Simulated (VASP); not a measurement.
Data:

```yaml
crystal:
  lattice:
    - [0.00000, 1.90945, 1.90945]
    - [1.90945, 0.00000, 1.90945]
    - [1.90945, 1.90945, 0.00000]
  atoms:
    - { symbol: Ir, position: [0.00000, 0.00000, 0.00000] }
```

These are LDA (Ceperley-Alder, Perdew-Zunger), VASP's LDA PAW potentials (set 64) (plane waves; VASP 6.6.1) values and carry that method's errors. Settings: 400 eV cut-off, 15×15×15 Γ-centred mesh, first-order Methfessel-Paxton smearing of 0.10 eV, potentials Ir.

Unless said otherwise, spin-orbit coupling is left out, though it shifts the bands of the heavy elements here.

Task: What does the run give for the energy per atom (σ→0), band gap (on the k-mesh) with the smallest direct gap where there is one?

Result: 
band gap (on the k-mesh): none (metal, semimetal or under 0.01 eV)
energy per atom (σ→0): -10.330 eV/atom

Total energies compare only between runs with the same potentials, cut-off and functional.

The compound is Ir in the fcc structure. It was relaxed first. The start is the result of an earlier pass.
